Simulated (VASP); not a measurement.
Given:

```xyz
2
Lattice="0.0000 2.4397 2.4397 2.4397 0.0000 2.4397 2.4397 2.4397 0.0000" Properties=species:S:1:pos:R:3 pbc="T T T"
B      0.0000     0.0000     0.0000
As     1.2198     1.2198     1.2198
```

Computed with revTPSS meta-GGA, VASP's PBE PAW potentials (set 64) (plane waves; VASP). Numerical set-up: 520 eV cut-off, 10×10×10 Γ-centred mesh, Gaussian smearing of 0.050 eV, potentials B As.

Problem. Predict the energy per atom (σ→0), pressure.

Solution. 
The energy per atom (σ→0) is -2.741 eV/atom and the pressure is -7.09 GPa.

Total energies compare only between runs with the same potentials, cut-off and functional.

The compound is BAs in the zinc blende structure. This cell is one point of a volume scan, at 1.06 of the reference volume.
